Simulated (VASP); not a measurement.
A run of VASP 6.6.1 is set up as follows.

INCAR

```
SYSTEM = BeCd2S3
PREC = Normal ; ENCUT = 520
EDIFF = 1E-5 ; ISMEAR = 0
SIGMA = 0.05 ; LREAL = Auto
LASPH = .True. ; NELM = 80
ALGO = Fast ; ISIF = 3
LWAVE = .False. ; LCHARG = .False.
GGA = PE ; IBRION = 2
NSW = 110 ; EDIFFG = -0.03
ISYM = 0 ; KPAR = 2
```

Contents of KPOINTS:

```
regular mesh
0
Gamma
  3 3 3
  0 0 0
```

File POSCAR:

```
BeCd2S3
1.0
    3.3875293300     -6.1613654000      0.0048118300
    3.2576295700      6.0877548100     -0.0490460800
   -2.0577914900     -0.0063552500      6.3342021800
Be Cd S
2 4 6
Direct
    0.0586140000      0.8995672300      0.5026566500
    0.8875381300      0.0649263000      0.9613424400
    0.4214644400      0.5910138800      0.5049019000
    0.7702140700      0.2594738100      0.5202096600
    0.5839766700      0.4049419800      0.9996004300
    0.2618732800      0.7721895200      0.9684080100
    0.7541471000      0.5651884900      0.3852403000
    0.0277093900      0.1626607300      0.3529465800
    0.3294182600      0.8535309300      0.3822881300
    0.5804300600      0.7733846800      0.9008772700
    0.1583772200      0.0114751200      0.8355229000
    0.8718489600      0.3163174000      0.8780548100
```

Potentials or basis: VASP PAW PBE potentials, release 64 (Be, Cd, S).

The run is started by

```sh
$ cat potpaw_PBE.64/Be/POTCAR potpaw_PBE.64/Cd/POTCAR potpaw_PBE.64/S/POTCAR > POTCAR
$ mpirun -np 2 vasp_std > vasp.out
```

(1) Predict the relaxed volume.

(2) Predict the relaxed cell.

(3) Predict the space group after relaxing (to 0.05 Å).

## Answers

(1) 21.45 Å³/atom.

(2) a = 6.867 Å, b = 6.862 Å, c = 6.688 Å, α = 98.72°, β = 98.71°, γ = 120.87°.

(3) Cc (No. 9).
